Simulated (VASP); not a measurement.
An input for Ansatz (written as the equivalent of a VASP run, and not itself run):

Ansatz 0.2 input:
```yaml
crystal:
  lattice:
    - [0.0000000, 2.6749108, 2.6749108]
    - [2.6749108, 0.0000000, 2.6749108]
    - [2.6749108, 2.6749108, 0.0000000]
  atoms:
    - { symbol: Si, position: [0.0000000, 0.0000000, 0.0000000] }
    - { symbol: Si, position: [0.2500000, 0.2500000, 0.2500000] }
kpoints:
  mp_grid: { grid: [9, 9, 9] }
hamiltonian:
  xc: pbesol
  pseudopotentials: { kind: paw }
scf:
  occupations: { method: gaussian, width: 0.05 }
  max_iter: 100
relax:
  max_steps: 40
  f_tol: 0.02
  cell: { p_target: 5 }
output: { forces: true, stress: true, eigenvalues: true }
```

Translate this input to VASP (INCAR, KPOINTS, POSCAR, choice of POTCAR).

This is not unique; one that fits is 
### POSCAR
```
Si
1.0
  0.0000000000   2.6749108493   2.6749108493
  2.6749108493   0.0000000000   2.6749108493
  2.6749108493   2.6749108493   0.0000000000
Si
2
Direct
  0.0000000000   0.0000000000   0.0000000000
  0.2500000000   0.2500000000   0.2500000000
```

### INCAR
```
! general
SYSTEM  = Si
PREC    = Accurate
ENCUT   = 500
LREAL   = F
LASPH   = T

! electronic loop
EDIFF   = 1E-6
NELM    = 100
ALGO    = Normal

! smearing
ISMEAR  = 0
SIGMA   = 0.05

! functional
GGA     = PS

! ions
IBRION  = 2
NSW     = 40
ISIF    = 3
EDIFFG  = -0.02
PSTRESS = 50

! output
LWAVE   = F
LCHARG  = F
```

File KPOINTS:
```
Automatic mesh
0
gamma
 9 9 9
0 0 0
```

POTCAR, in this order: Si (PBE.64 set). Program: vasp_std.

The two are equivalent in intent, not identical: each code has its own PAW files, so the cut-off isn't converted (ENCUT is set for VASP's; basis.ecutwfc is left out, and Ansatz then takes the one that its files recommend); Ansatz stops its SCF on the density residual and VASP on the energy change (EDIFF).

The compound is Si in the diamond structure. It was relaxed first under an external pressure of 5 GPa.
